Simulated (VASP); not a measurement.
Consider the following.

```
CELL_PARAMETERS angstrom
      1.65840    -2.87244     0.00000
      1.65840     2.87244     0.00000
      0.00000     0.00000    13.66646
ATOMIC_POSITIONS crystal
  W  0.33333 0.66667 0.25000
  W  0.66667 0.33333 0.75000
  Se 0.33333 0.66667 0.87175
  Se 0.66667 0.33333 0.37175
  Se 0.66667 0.33333 0.12825
  Se 0.33333 0.66667 0.62825
```

Calculation: r2SCAN meta-GGA, VASP's PBE PAW potentials (set 64) (plane waves; VASP). Run with 520 eV cut-off, 9×9×2 Γ-centred mesh, tetrahedra with Blöchl corrections, potentials W_sv Se.

The cores are frozen, which limits the accuracy of field gradients.

Task: Give the principal components of the electric field gradient (V/Å²) and the asymmetry η at each nucleus.

Result: 
```tsv
atom	Vxx	Vyy	Vzz	η
W1	76.7	76.7	-153.4	0.00
W2	76.7	76.7	-153.4	0.00
Se3	43.0	43.0	-86.1	0.00
Se4	43.0	43.0	-86.1	0.00
Se5	43.0	43.0	-86.1	0.00
Se6	43.0	43.0	-86.1	0.00
```

The compound is WSe2 in the 2H layered structure. It was relaxed first, which changed the volume by +8 %.
